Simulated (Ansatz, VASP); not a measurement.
**InPt3C in two plane-wave programs**

One calculation is typed for both programs; each brings its own data sets. How far apart do they land? The cell is taken from a series of runs on this material, whose earlier steps may have relaxed, scaled, displaced or heated it; both programs get it as it stands.

Method: plane waves, with VASP 6.6.1 beside it; zone-centre phonons at PBEsol, in Ansatz 0.2.0.

## 1. Starting point

The structure is cubic, space group Pm-3m (No. 221). Conventional cell: a = 4.198 Å, b = 4.198 Å, c = 4.198 Å, α = 90.00°, β = 90.00°, γ = 90.00°. In has 12 Pt at 2.97 Å nearest. Nearest to Pt lie 2 C at 2.10 Å and 4 In at 2.97 Å and 8 Pt at 2.97 Å. Nearest to C lie 6 Pt at 2.10 Å. Farther neighbours are not listed.

As a file:

```cif
data_structure
_symmetry_space_group_name_H-M 'P 1'
_symmetry_Int_Tables_number 1
_cell_length_a 4.1978
_cell_length_b 4.1978
_cell_length_c 4.1978
_cell_angle_alpha 90.000
_cell_angle_beta 90.000
_cell_angle_gamma 90.000
_cell_volume 73.97
loop_
_atom_site_label
_atom_site_type_symbol
_atom_site_fract_x
_atom_site_fract_y
_atom_site_fract_z
_atom_site_occupancy
In1 In 0.00000 0.00000 0.00000 1
Pt2 Pt 0.50000 0.00000 0.50000 1
Pt3 Pt 0.50000 0.50000 0.00000 1
Pt4 Pt 0.00000 0.50000 0.50000 1
C5 C 0.50000 0.50000 0.50000 1
```

## 2. VASP: zone-centre phonons, PBEsol

Second derivatives magnify differences that forces hide, and they need a tight electronic threshold.

Lines of VASP's logs that name or quote its potential files are left out, and so is its time.

INCAR

```
SYSTEM = InPt3C
PREC = Accurate
ENCUT = 600
EDIFF = 1E-08
NELM = 120
ISMEAR = 1
SIGMA = 0.2
LREAL = .FALSE.
ALGO = Normal
GGA = PS
NBANDS = 29
LASPH = .TRUE.
LORBIT = 11
LWAVE = .FALSE.
LCHARG = .FALSE.
ISIF = 2
IBRION = 8
GGA_COMPAT = .FALSE.
KPAR = 2
```

POSCAR

```
InPt3C
1.0
    4.1977651068      0.0000000000      0.0000000000
    0.0000000000      4.1977651068      0.0000000000
    0.0000000000      0.0000000000      4.1977651068
In Pt C
1 3 1
Direct
    0.0000000000      0.0000000000      0.0000000000
    0.5000000000      0.0000000000      0.5000000000
    0.5000000000      0.5000000000      0.0000000000
    0.0000000000      0.5000000000      0.5000000000
    0.5000000000      0.5000000000      0.5000000000
```

KPOINTS

```
Automatic mesh
0
Gamma
8 8 8
0 0 0
```

The projector-augmented-wave data sets are In_d, Pt and C (PBE family, release 64).

On the command line:

```sh
mpirun -np 2 vasp_std
```

Numbers of over 12 decimals in the logs are rounded to 6 here.

Log:

```text
[banner, memory and clock lines left out]
running    2 mpi-ranks, on    1 nodes
 distrk:  each k-point on    1 cores,    2 groups
 distr:  one band on    1 cores,    1 groups

 POSCAR found type information on POSCAR InPtC
 POSCAR found :  3 types and       5 ions
|                                                                             |
|               ----> ADVICE to this user running VASP <----                  |
|                                                                             |
|     You enforced a specific xc type in the INCAR file but a different       |
|     [... a line on the potential file left out ...]
|     I HOPE YOU KNOW WHAT YOU ARE DOING!                                     |
|                                                                             |

 LDA part: xc-table for (Slater+PW92), standard interpolation
 POSCAR, INCAR and KPOINTS ok, starting setup
 FFT: planning ... GRIDC
 FFT: planning ... GRID_SOFT
 FFT: planning ... GRID
 WAVECAR not read
 entering main loop
       N       E                     dE             d eps       ncg     rms          rms(c)
DAV:   1     0.465249313843E+03    0.46525E+03   -0.24189E+04  2048   0.209E+03
DAV:   2     0.163936519077E+02   -0.44886E+03   -0.42756E+03  2202   0.516E+02
DAV:   3    -0.322334185292E+02   -0.48627E+02   -0.45169E+02  2437   0.147E+02
DAV:   4    -0.344454581910E+02   -0.22120E+01   -0.21716E+01  2422   0.297E+01
DAV:   5    -0.345266698179E+02   -0.81212E-01   -0.81142E-01  2824   0.609E+00    0.284E+01
DAV:   6    -0.325707941753E+02    0.19559E+01   -0.85456E+00  2634   0.211E+01    0.129E+01
DAV:   7    -0.324029337310E+02    0.16786E+00   -0.85576E-01  2291   0.715E+00    0.805E+00
DAV:   8    -0.323707237182E+02    0.32210E-01   -0.17260E-01  2699   0.298E+00    0.775E-01
DAV:   9    -0.323608788627E+02    0.98449E-02   -0.35534E-02  2711   0.140E+00    0.305E-01
DAV:  10    -0.323607726898E+02    0.10617E-03   -0.42714E-03  2275   0.517E-01    0.111E-01
DAV:  11    -0.323607428076E+02    0.29882E-04   -0.31250E-04  2654   0.113E-01    0.249E-02
DAV:  12    -0.323607396314E+02    0.31762E-05   -0.27067E-05  2627   0.551E-02    0.881E-03
DAV:  13    -0.323607401025E+02   -0.47107E-06   -0.81838E-07  2562   0.720E-03    0.274E-03
DAV:  14    -0.323607402491E+02   -0.14659E-06   -0.17203E-07  2245   0.262E-03    0.746E-04
DAV:  15    -0.323607402251E+02    0.23998E-07   -0.60325E-09  1255   0.616E-04    0.199E-04
DAV:  16    -0.323607402230E+02    0.21059E-08   -0.24392E-09  1180   0.404E-04
   1 F= -.32360740E+02 E0= -.32359244E+02  d E =-.448866E-02
 Linear response reoptimize wavefunctions to high precision
DAV:   1    -0.323607402268E+02   -0.38044E-08   -0.74133E-10  1225   0.263E-04
DAV:   2    -0.323607402268E+02   -0.90949E-11   -0.24656E-10  1145   0.126E-04
 Linear response DOF=           4
 Linear response progress:
  Degree of freedom:   1/  4
       N       E                     dE             d eps       ncg     rms          rms(c)
RMM:   1    -0.234887372359E+00   -0.23489E+00   -0.26065E-02  6025   0.413E+00
RMM:   2    -0.237400562515E+00   -0.25132E-02   -0.97042E-03  6812   0.644E-01    0.729E-02
RMM:   3    -0.237253960089E+00    0.14660E-03   -0.10516E-03  7396   0.184E-01    0.392E-02
RMM:   4    -0.237078704623E+00    0.17526E-03   -0.13180E-04  7736   0.719E-02    0.272E-02
RMM:   5    -0.236996694914E+00    0.82010E-04   -0.19051E-05  7682   0.275E-02    0.715E-03
RMM:   6    -0.236983305466E+00    0.13389E-04   -0.35719E-06  7875   0.112E-02    0.246E-03
RMM:   7    -0.236989923979E+00   -0.66185E-05   -0.94650E-07  7988   0.493E-03    0.111E-03
RMM:   8    -0.236994442992E+00   -0.45190E-05   -0.23608E-07  7993   0.241E-03    0.627E-04
RMM:   9    -0.236995592137E+00   -0.11491E-05   -0.11045E-07  8075   0.123E-03    0.408E-04
RMM:  10    -0.236996519223E+00   -0.92709E-06    0.45399E-08  8408   0.615E-04    0.904E-05
RMM:  11    -0.236996050071E+00    0.46915E-06    0.54952E-08  8078   0.357E-04    0.154E-04
RMM:  12    -0.236995979005E+00    0.71065E-07    0.40114E-08  8179   0.184E-04    0.663E-05
RMM:  13    -0.236996062400E+00   -0.83395E-07    0.27226E-08  8280   0.118E-04    0.205E-05
RMM:  14    -0.236996061518E+00    0.88243E-09    0.18246E-08  9076   0.743E-05    0.400E-06
 first order change of Fermi-energy  -0.14980E-04
 force on displaced ion       1 direction 1 :  -3.410  -0.000   0.000
 Linear response progress:
  Degree of freedom:   2/  4
       N       E                     dE             d eps       ncg     rms          rms(c)
RMM:   1    -0.268535576634E+00   -0.26854E+00   -0.28073E-01 13565   0.255E+00
RMM:   2    -0.262794333722E+00    0.57412E-02   -0.19039E-02 13261   0.694E-01    0.134E-01
RMM:   3    -0.262997203686E+00   -0.20287E-03   -0.14698E-03 12726   0.233E-01    0.802E-02
RMM:   4    -0.263581621501E+00   -0.58442E-03   -0.54084E-04 12507   0.132E-01    0.162E-02
RMM:   5    -0.263556672089E+00    0.24949E-04   -0.44680E-05 13207   0.503E-02    0.117E-02
RMM:   6    -0.263523432074E+00    0.33240E-04   -0.13137E-05 12505   0.197E-02    0.329E-03
RMM:   7    -0.263520589115E+00    0.28430E-05   -0.99674E-07 13648   0.765E-03    0.217E-03
RMM:   8    -0.263521225111E+00   -0.63600E-06   -0.34277E-07 12609   0.336E-03    0.147E-03
RMM:   9    -0.263517464577E+00    0.37605E-05   -0.14647E-07 14361   0.135E-03    0.796E-04
RMM:  10    -0.263514553422E+00    0.29112E-05    0.25260E-08 13278   0.617E-04    0.119E-04
RMM:  11    -0.263514553965E+00   -0.54283E-09   -0.21924E-08 13783   0.253E-04    0.771E-05
 first order change of Fermi-energy   0.24572E-05
 force on displaced ion       2 direction 1 :   0.479   0.000   0.000
 Linear response progress:
  Degree of freedom:   3/  4
       N       E                     dE             d eps       ncg     rms          rms(c)
RMM:   1    -0.270534602992E+00   -0.27053E+00   -0.29983E-01  8089   0.255E+00
RMM:   2    -0.257273398296E+00    0.13261E-01   -0.13363E-02  7759   0.629E-01    0.132E-01
RMM:   3    -0.257408708970E+00   -0.13531E-03   -0.14101E-03  7865   0.231E-01    0.766E-02
RMM:   4    -0.257532280564E+00   -0.12357E-03   -0.28642E-04  7714   0.945E-02    0.248E-02
RMM:   5    -0.257617139064E+00   -0.84858E-04   -0.35432E-05  7908   0.343E-02    0.658E-03
RMM:   6    -0.257633293200E+00   -0.16154E-04   -0.45878E-06  7856   0.120E-02    0.420E-03
RMM:   7    -0.257657515118E+00   -0.24222E-04   -0.69811E-07  7796   0.460E-03    0.801E-04
RMM:   8    -0.257662706263E+00   -0.51911E-05   -0.12170E-07  8215   0.169E-03    0.327E-04
RMM:   9    -0.257662635412E+00    0.70851E-07    0.11485E-07  8271   0.644E-04    0.159E-04
RMM:  10    -0.257662533235E+00    0.10218E-06    0.28067E-08  8098   0.294E-04    0.254E-05
RMM:  11    -0.257662415576E+00    0.11766E-06    0.88036E-09  8663   0.134E-04    0.192E-05
RMM:  12    -0.257662390360E+00    0.25216E-07   -0.35608E-09  8964   0.729E-05    0.572E-06
RMM:  13    -0.257662414697E+00   -0.24337E-07    0.10695E-09  8729   0.527E-05    0.390E-06
RMM:  14    -0.257662417350E+00   -0.26537E-08   -0.16668E-09  8346   0.444E-05    0.287E-06
 first order change of Fermi-energy   0.78509E-03
 force on displaced ion       2 direction 2 :  -0.000 -12.201   0.000
 Linear response progress:
  Degree of freedom:   4/  4
       N       E                     dE             d eps       ncg     rms          rms(c)
RMM:   1    -0.123904707457E+00   -0.12390E+00    0.89324E-02  9212   0.145E+00
RMM:   2    -0.120218101764E+00    0.36866E-02   -0.64673E-03  7570   0.412E-01    0.146E-01
RMM:   3    -0.120406791751E+00   -0.18869E-03   -0.16075E-03  7365   0.215E-01    0.707E-02
RMM:   4    -0.120844772385E+00   -0.43798E-03   -0.62024E-04  7552   0.118E-01    0.199E-02
RMM:   5    -0.120832842102E+00    0.11930E-04   -0.65923E-05  7483   0.505E-02    0.670E-03
RMM:   6    -0.120873960588E+00   -0.41118E-04   -0.12408E-05  7681   0.188E-02    0.308E-03
RMM:   7    -0.120876136199E+00   -0.21756E-05   -0.64191E-07  8024   0.769E-03    0.148E-03
RMM:   8    -0.120867289665E+00    0.88465E-05   -0.48202E-07  7821   0.319E-03    0.536E-04
RMM:   9    -0.120864516705E+00    0.27730E-05   -0.19759E-07  8205   0.143E-03    0.202E-04
RMM:  10    -0.120864310346E+00    0.20636E-06   -0.14194E-07  7779   0.599E-04    0.489E-05
RMM:  11    -0.120864360494E+00   -0.50148E-07   -0.11642E-08  8636   0.212E-04    0.395E-05
RMM:  12    -0.120864511456E+00   -0.15096E-06    0.26806E-09  8144   0.103E-04    0.146E-05
RMM:  13    -0.120864510686E+00    0.77007E-09   -0.16327E-09  8762   0.533E-05    0.513E-06
 first order change of Fermi-energy  -0.78527E-05
 force on displaced ion       5 direction 1 :  -5.813  -0.000   0.000
 Linear response finished
```

[end of part 1 of 2]

[Lines on the potential files, build, host, timing and source positions are cut from VASP's logs without a mark.]

[Logs are printed without paths, hosts, clocks, repeated set-up lines and the standing remarks that a program may print on its own settings, such as how far it seeks lower states.]

[Hosts, paths, dates, database ids (printed as entryN), source tags and the programs' standing remarks are cut or masked in the printed files.]
